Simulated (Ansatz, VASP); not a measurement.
**MgS (Niningerite) in two plane-wave programs**

Wanted: the spread between two codes on one cell, functional and k mesh. The cell is taken from a series of VASP runs on this material, whose earlier steps may have relaxed, scaled or displaced it; both programs get it as it stands.

Calculated with Ansatz 0.2.0; plane waves, with VASP 6.6.1 beside it; relaxation of cell and atoms at LDA.

## Step 1: The structure

The structure is cubic, space group Fm-3m (No. 225). Conventional cell: a = 5.117 Å, b = 5.117 Å, c = 5.117 Å, α = 90.00°, β = 90.00°, γ = 90.00°. Nearest to S lie 6 Mg at 2.56 Å. Nearest to Mg lie 6 S at 2.56 Å. Farther neighbours and most contacts between anions are not listed.

Structure file:

```xyz
2
Lattice="0.0000 2.5586 2.5586 2.5586 0.0000 2.5586 2.5586 2.5586 0.0000" Properties=species:S:1:pos:R:3 pbc="T T T"
S     2.5586    2.5586    2.5586
Mg    0.0000    0.0000    0.0000
```

## Step 2: VASP: relaxation of cell and atoms, LDA

The relaxed volume is the usual yardstick between codes: its relative difference is about their pressure difference at one cell divided by the bulk modulus.

Lines of VASP's logs that name or quote its potential files are left out, and so is its time.

INCAR reads:

```
SYSTEM = MgS
PREC = Accurate
ENCUT = 450
EDIFF = 1E-06
NELM = 100
ISMEAR = 0
SIGMA = 0.03
LREAL = .FALSE.
ALGO = Normal
GGA = CA
NBANDS = 10
LORBIT = 11
LWAVE = .FALSE.
LCHARG = .FALSE.
KPAR = 4
IBRION = 2
NSW = 50
ISIF = 3
EDIFFG = -0.006
```

POSCAR reads:

```
MgS
1.0
    0.0000000000      2.5585504375      2.5585504375
    2.5585504375      0.0000000000      2.5585504375
    2.5585504375      2.5585504375      0.0000000000
S Mg
1 1
Direct
    0.5000000000      0.5000000000      0.5000000000
    0.0000000000      0.0000000000      0.0000000000
```

KPOINTS reads:

```
Automatic mesh
0
Gamma
8 8 8
0 0 0
```

Potentials, in the order of the species: S and Mg (LDA family, release 64).

Run with:

```
$ mpirun -np 4 vasp_std
```

Numbers of over 12 decimals in the logs are rounded to 6 here.

The program printed:

```text
[banner, memory and clock lines left out]
running    4 mpi-ranks, on    1 nodes
 distrk:  each k-point on    1 cores,    4 groups
 distr:  one band on    1 cores,    1 groups

 POSCAR found type information on POSCAR S Mg
 POSCAR found :  2 types and       2 ions
 LDA part: xc-table for (Slater(with rela. corr.)+CA(PZ))
 , standard interpolation
 POSCAR, INCAR and KPOINTS ok, starting setup
 FFT: planning ... GRIDC
 FFT: planning ... GRID_SOFT
 FFT: planning ... GRID
 WAVECAR not read
 entering main loop
       N       E                     dE             d eps       ncg     rms          rms(c)
DAV:   1     0.175772739673E+02    0.17577E+02   -0.34220E+03   636   0.577E+02
DAV:   2    -0.892389404955E+01   -0.26501E+02   -0.25487E+02   752   0.985E+01
DAV:   3    -0.100072656587E+02   -0.10834E+01   -0.10817E+01   702   0.215E+01
DAV:   4    -0.100139861177E+02   -0.67205E-02   -0.67200E-02   710   0.198E+00
DAV:   5    -0.100140271004E+02   -0.40983E-04   -0.40982E-04   698   0.141E-01    0.464E+00
DAV:   6    -0.964562187833E+01    0.36841E+00   -0.82108E-01   632   0.381E+00    0.359E+00
DAV:   7    -0.959704287015E+01    0.48579E-01   -0.19709E-01   656   0.199E+00    0.219E+00
DAV:   8    -0.959239846636E+01    0.46444E-02   -0.10706E-02   648   0.619E-01    0.793E-01
DAV:   9    -0.959211828716E+01    0.28018E-03   -0.55167E-04   640   0.132E-01    0.335E-01
DAV:  10    -0.959209866909E+01    0.19618E-04   -0.54595E-05   684   0.381E-02    0.120E-01
DAV:  11    -0.959209477984E+01    0.38892E-05   -0.20878E-05   638   0.213E-02    0.152E-02
DAV:  12    -0.959209481440E+01   -0.34564E-07   -0.24205E-07   332   0.381E-03
   1 F= -.95920948E+01 E0= -.95920948E+01  d E =-.959209E+01
 curvature:   0.00 expect dE= 0.000E+00 dE for cont linesearch  0.000E+00
 trial: gam= 0.00000 g(F)=  0.855E-62 g(S)=  0.415E-06 ort = 0.000E+00 (trialstep = 0.100E+01)
 search vector abs. value=  0.415E-06
 reached required accuracy - stopping structural energy minimisation
```

From OUTCAR (step 2):

```text
ion  position               nearest neighbor table
   1  0.500  0.500  0.500-   2 2.56   2 2.56   2 2.56   2 2.56   2 2.56   2 2.56
   2  0.000  0.000  0.000-   1 2.56   1 2.56   1 2.56   1 2.56   1 2.56   1 2.56

  LATTYP: Found a face centered cubic cell.
 ALAT       =     5.1171008750

 Subroutine GETGRP returns: Found 48 space group operations
 (whereof 48 operations were pure point group operations)

The static configuration has the point symmetry O_h .

 Found     29 irreducible k-points:

   k-points           NKPTS =     29   k-points in BZ     NKDIM =     29   number of bands    NBANDS=     10

   dimension x,y,z NGX =    28 NGY =   28 NGZ =   28
   dimension x,y,z NGXF=    56 NGYF=   56 NGZF=   56

   ENCUT  =  450.0 eV  33.07 Ry    5.75 a.u.   6.26  6.26  6.26*2*pi/ulx,y,z

   NELECT =       8.0000    total number of electrons

 k-points in reciprocal lattice and weights: Automatic mesh
   0.00000000  0.00000000  0.00000000       0.002
   0.12500000  0.00000000  0.00000000       0.016
   0.25000000  0.00000000  0.00000000       0.016
   0.37500000  0.00000000  0.00000000       0.016
   0.50000000  0.00000000  0.00000000       0.008
   0.12500000  0.12500000  0.00000000       0.012
   0.25000000  0.12500000  0.00000000       0.047
   0.37500000  0.12500000  0.00000000       0.047
   0.50000000  0.12500000  0.00000000       0.047
[...]
-0.37500000  0.50000000  0.12500000       0.023
  -0.25000000  0.50000000  0.25000000       0.012

 average (electrostatic) potential at core
       1 -86.3089       2 -36.4067

 E-fermi :   4.2395

 k-point     1 :       0.0000    0.0000    0.0000
  band No.  band energies     occupation
      1      -8.8931      2.00000
      2       4.0446      2.00000
      3       4.0446      2.00000
      4       4.0446      2.00000
      5       7.9422      0.00000
      6      11.8446      0.00000
      7      11.8446      0.00000
      8      11.8446      0.00000
      9      14.3607      0.00000
    ...

 k-point     2 :       0.1250    0.0000    0.0000
  band No.  band energies     occupation
      1      -8.7274      2.00000
      2       2.9349      2.00000
      3       3.9311      2.00000
      4       3.9311      2.00000
      5       8.7338      0.00000
      6      11.5662      0.00000
      7      12.1161      0.00000
      8      12.1161      0.00000
      9      13.7171      0.00000
    ...

 k-point     3 :       0.2500    0.0000    0.0000
  band No.  band energies     occupation
      1      -8.2751      2.00000
      2       1.0591      2.00000
      3       3.6858      2.00000
      4       3.6858      2.00000
      5       9.0025      0.00000
      6      11.7677      0.00000
      7      11.7677      0.00000
      8      12.4827      0.00000
      9      14.3011      0.00000
    ...

  Total       -0.0023946     -0.0023946     -0.0023946      0.0000000      0.0000000     -0.0000000
  in kB       -0.1145321     -0.1145321     -0.1145321      0.0000000      0.0000000     -0.0000000
  external PRESSURE =      -0.1145321 kB  Pullay stress =       0.0000000 kB

  energy-cutoff  :      450.00
  volume of cell :       33.50
      direct lattice vectors                 reciprocal lattice vectors
     0.000000000  2.558550438  2.558550438    -0.195423155  0.195423155  0.195423155
     2.558550438  0.000000000  2.558550438     0.195423155 -0.195423155  0.195423155
     2.558550438  2.558550438  0.000000000     0.195423155  0.195423155 -0.195423155

 POSITION                                       TOTAL-FORCE (eV/Angst)
 -----------------------------------------------------------------------------------
      2.55855      2.55855      2.55855         0.000000     -0.000000     -0.000000
      0.00000      0.00000      0.00000        -0.000000      0.000000      0.000000
 -----------------------------------------------------------------------------------
    total drift:                                0.000000      0.000000      0.000000

  FREE ENERGIE OF THE ION-ELECTRON SYSTEM (eV)
  ---------------------------------------------------
  free  energy   TOTEN  =        -9.5920948144 eV

  energy  without entropy=       -9.5920948144  energy(sigma->0) =       -9.59209481

 reached required accuracy - stopping structural energy minimisation

 total charge
# of ion       s       p       d       tot
------------------------------------------
    1        1.313   2.510   0.000   3.823
    2        0.148   0.146   0.046   0.340
--------------------------------------------------
tot          1.462   2.657   0.046   4.164

[... 3 further parts left out ...]
```

CONTCAR:

```
MgS
   1.00000000000000
     0.0000000000000000    2.5585504375000001    2.5585504375000001
     2.5585504375000001    0.0000000000000000    2.5585504375000001
     2.5585504375000001    2.5585504375000001    0.0000000000000000
  S               Mg
     1     1
Direct
     0.5000000000000000    0.5000000000000000    0.5000000000000000
     0.0000000000000000    0.0000000000000000    0.0000000000000000
```

## Step 3: Ansatz: relaxation of cell and atoms, LDA

Ansatz runs on its default PAW (the set named soft_2) files.

The same cell, functional (in two slightly different forms), mesh and smearing now go to Ansatz, which takes its cutoff from its data sets.

input.yaml reads:

```yaml
crystal:
  lattice:
    - [0.0, 2.5585504375, 2.5585504375]
    - [2.5585504375, 0.0, 2.5585504375]
    - [2.5585504375, 2.5585504375, 0.0]
  atoms:
    - { symbol: S, position: [0.5, 0.5, 0.5] }
    - { symbol: Mg, position: [0.0, 0.0, 0.0] }
hamiltonian:
  xc: lda
  pseudopotentials: { kind: paw }
kpoints:
  mp_grid: { grid: [8, 8, 8] }
scf:
  occupations: { method: gaussian, width: 0.03 }
relax:
  f_tol: 0.01
  max_steps: 60
  cell: { stress_tol: 0.05 }
output:
  forces: true
  stress: true
```

Run with:

```
$ ansatz run input.yaml --threads 4 --pin off --max-ram 9216MiB --backend cpu --events-out ev --progress --plain --runs-dir out
```

The program printed:

```text
Engine: ansatz 0.2.0, aarch64-unknown-linux-gnu
Pseudopotentials: kind: paw
Pseudopotential: S, paw, valence charge 6, recommended cutoff 420 eV (normal), S.paw.azcp
Pseudopotential: Mg, paw, valence charge 10, recommended cutoff 420 eV (normal), Mg.paw.azcp
Functional definition: SPW92
  exchange = slater_x
  correlation = pw_c
Crystal: 2 atoms, lattice volume = 33.497 Å³
Basis set: ecut = 420 eV, 645 PW (Γ)
Bands: 12, of which v1, the nominal top of the filled ones, is band 8 counted from 1 (7 counted from 0)
Symmetry: 48 space group operations
Space group: Fm-3m (ITA 225), of the structure as read, at distance tolerance 3.2e-5 Å
k-points: 29 of 512
Non-local potential: S, projectors of the file, l = 0: 2, l = 1: 2, l = 2: 2
Non-local potential: Mg, projectors of the file, l = 0: 3, l = 1: 2, l = 2: 1
PAW form: soft (Blöchl's): semilocal exchange-correlation on the pseudo side does not see the compensation charge
PAW frozen core: S, regenerated for the run's functional, and the local potential with it (the file was generated under x = pbe(κ = 0.804, μ = 0.219515), c = pbe(β = 0.066725))
PAW frozen core: Mg, regenerated for the run's functional, and the local potential with it (the file was generated under x = pbe(κ = 0.804, μ = 0.219515), c = pbe(β = 0.066725))
PAW one-centre angular grid: S, 110 points (default); XC on 64 Gauss nodes
PAW one-centre angular grid: Mg, 110 points (default); XC on 64 Gauss nodes
Initial density: superposition of atomic densities (neutral atoms: chi_scale 0, normalization atom), corrected by the library's trained network
Initial wavefunctions: pseudopotential atomic-orbital guess
Functional: x = slater, c = lda
SCF iter   1: F=—  HF=-2774.184649 eV  |F-HF|=—  |Δ(HF+E_count)|=         —  Δρ=6.95e-3  dr2=9.11e-3  ethr=1.77e-3  ⟨swp⟩=6.3  Hψ=2098  notcnv=0
preconditioner: auto → none  [insulator: Δε(μ)=2.616 eV  Ē_g=11.871 eV  σ=0.030 eV  W_gap=1.00  n_scr=8 (ndim 8)  ℏωp=18.1 eV  f_vac=0.000  D(μ)=0.00/eV (n_scr^D=0)  ε∞_Penn≈3.3]
SCF iter   2: F=—  HF=-2774.178778 eV  |F-HF|=—  |Δ(HF+E_count)|=   5.87e-3  Δρ=2.74e-3  dr2=1.32e-3  ethr=5.70e-5  ⟨swp⟩=2.6  Hψ=898  notcnv=0
SCF iter   3: F=—  HF=-2774.178132 eV  |F-HF|=—  |Δ(HF+E_count)|=   6.46e-4  Δρ=3.74e-4  dr2=2.41e-5  ethr=8.28e-6  ⟨swp⟩=2.0  Hψ=467  notcnv=0
SCF iter   4: F=—  HF=-2774.178120 eV  |F-HF|=—  |Δ(HF+E_count)|=   1.14e-5  Δρ=4.29e-5  dr2=4.35e-7  ethr=1.51e-7  ⟨swp⟩=2.6  Hψ=537  notcnv=0
iter 5 did not close the SCF: its close was put off for the readings that it lacked (scf_convergence_deferred on its scf_iter line)
SCF iter   5: F=-2774.178120 eV  HF=-2774.178120 eV  |F-HF|=2.03e-8  |Δ(HF+E_count)|=   2.51e-7  Δρ=8.05e-6  dr2=2.47e-8  ethr=2.72e-9  ⟨swp⟩=2.0  Hψ=580  notcnv=0
SCF iter   6: F=-2774.178120 eV  HF=-2774.178120 eV  |F-HF|=3.93e-9  |Δ(HF+E_count)|=   8.66e-9  Δρ=2.94e-6  dr2=4.77e-9  ethr=1.54e-10  ⟨swp⟩=2.0  Hψ=1155  notcnv=0
SCF 1 converged in 6 iterations: F = -2774.178120 eV  dr2 = 4.77e-9
  greatest PAW one-centre occupation: 1.000 electrons in one spin orbital (limit 2), on the Mg atom at site 1 (counted from 0), in its partial waves of l = 0
relax step   1: F+E_penalty+E_count = -2774.17812007 eV  Δ(F+E_penalty+E_count) = +0.000e0 eV  max|allowed force component| = 2.038e-30 eV/Å  Δτ_max = 0.0000 Å  P = +0.599 GPa  Ω = 33.497 Å³  (6 SCF iters, dr2 threshold 1.00e-7 eV, accepted)
[...]
relax step   2: F+E_penalty+E_count = -2774.17852724 eV  Δ(F+E_penalty+E_count) = -4.072e-4 eV  max|allowed force component| = 1.841e-30 eV/Å  Δτ_max = 0.0000 Å  P = +0.139 GPa  Ω = 33.680 Å³  energy of the carried Pulay correction = -1.156e-5 eV  (3 SCF iters, dr2 threshold 2.00e-7 eV, accepted)
[...]
relax step   3: F+E_penalty+E_count = -2774.17854780 eV  Δ(F+E_penalty+E_count) = -2.057e-5 eV  max|allowed force component| = 5.391e-30 eV/Å  Δτ_max = 0.0000 Å  P = +0.001 GPa  Ω = 33.735 Å³  energy of the carried Pulay correction = -1.506e-5 eV  (3 SCF iters, dr2 threshold 4.82e-8 eV, accepted)
[...]
relax step   4: F+E_penalty+E_count = -2774.17856270 eV  Δ(F+E_penalty+E_count) = -1.490e-5 eV  max|allowed force component| = 4.404e-30 eV/Å  Δτ_max = 0.0000 Å  P = +0.001 GPa  Ω = 33.735 Å³  stress off target by 1.01e-3 GPa  SCF on the basis re-selected at this cell (its energy is not comparable with the rows above)  (4 SCF iters)
basis re-selected at this cell: Δ(F+E_penalty+E_count) = -1.490e-5 eV, ΔP = -0.000 GPa vs the last step (what re-selecting the basis moved, of the pressure what is left beyond the Pulay correction that the steps carried, after the strain that the cell walked since its last selection, with what the two solves' SCF thresholds leave and, on support functions, any second-order correction that the steps lacked; it is no m [...]
SCF converged after 4 iterations
Free energy (F): -2774.178563 eV
Harris-Foulkes:  -2774.178563 eV  (|F-HF|=9.09e-13)
Internal energy: -2774.178563 eV  (E = F + TS)
E sigma→0 (E₀):  -2774.178563 eV
Fermi energy:    8.020986 eV
--- Per-component energies (eV) ---
  E_band       = -325.786852
  E_kinetic    = 186.776740
  E_local      = -1645.146562  (includes V_loc(G=0)·N_el)
  E_nonlocal   = 125.284776
  E_hartree    = 584.822275
  E_xc         = -127.120156
  E_vxc        = -127.860936  (∫ρ·V_xc dr)
  E_paw        = -840.279189  (= ΣΔE_a)
  E_vpaw       = -34.485457  (= ΣTr[D̂ρ^β])
  E_aug_tail   = 0.000004  (compensation charges beyond the density's cutoff)
  E_ewald      = -1058.820128
  E_core_change = 0.303677  (= ΣΔE_core)
  E_smearing   = -0.000000  (= −TS)
  E_closure    = 0.000000  (closes the sum)
  Σ components = -2774.178563   (vs F -2774.178563, Δ=0.00e0)
--- Forces (eV/Å), atoms counted from 1 ---
  atom   1  S      0.00000000     0.00000000    -0.00000000
  atom   2  Mg    -0.00000000     0.00000000    -0.00000000
  max |Σ_I F_I| component: 4.27e-30 eV/Å
--- Stress (GPa, compression-positive) ---
        0.001009      -0.000000       0.000000
        0.000000       0.001009      -0.000000
       -0.000000      -0.000000       0.001009
  P = ⅓ Tr σ = 0.0010 GPa (0.010 kbar)
--- Relaxed structure (3 steps of the walk, 3 accepted, 1 SCFs on fresh bases) ---
  F+E_penalty+E_count = -2774.17856270 eV   max|allowed force component| = 4.404e-30 eV/Å   (the final SCF, on the basis selected at the relaxed cell)
  cell:  # Å, volume = 33.7355 Å³
    - [0, 2.564596, 2.564596]
    - [2.564596, 0, 2.564596]
    - [2.564596, 2.564596, 0]
  atoms:
    - { symbol: S, position: [0.500000, 0.500000, 0.500000] }
    - { symbol: Mg, position: [0, 0, 0] }
```

It took 0.82 s on 4 threads of Arm Neoverse V2, shared host; peak memory 0.28 GiB.

## Step 4: Comparison

Known differences besides the potentials themselves: the two LDA forms differ slightly; both relaxations stop at a tolerance, which leaves soft axes loose, and VASP keeps its plane-wave basis; the data sets hold 16 valence electrons in Ansatz (default PAW (the set named soft_2) files) and 8 in VASP; the cutoff is 420 eV in Ansatz and 450 eV in VASP; VASP's log shows a relativistic correction to its local exchange, Ansatz's none; Ansatz adds a Pulay correction to the stress that steers its cell, VASP none. Total energies have different zeros and are not compared.

Both answers:

```
                                         quantity  Ansatz   VASP  difference
                                      volume (Å³)   33.74  33.50     +0.71 %
edge a after relaxation, in the typed setting (Å)   3.627  3.618     +0.24 %
```

The walks stopped with 0.00 GPa left in Ansatz and -0.01 GPa in VASP; each walk ends within a tolerance, so the volume difference is uncertain by about these residues over the bulk modulus, most in soft cells.

## Step 5: Summary of results

```json
{
  "difference in volume (relaxation of cell and atoms, LDA)": "0.71 %"
}
```

The difference in volume is 0.71 % (relaxation of cell and atoms, LDA), within the 1.2 % picked in this series as the mark of a large difference, as far as the stopping tolerances let one tell. How closely two codes agree says nothing of how well the functional describes the real material.

[Lines on the potential files, build, host, timing and source positions are cut from VASP's logs without a mark.]

[Logs are printed without paths, hosts, clocks, repeated set-up lines and the standing remarks that a program may print on its own settings, such as how far it seeks lower states.]

[Hosts, paths, dates, database ids (printed as entryN), source tags and the programs' standing remarks are cut or masked in the printed files.]
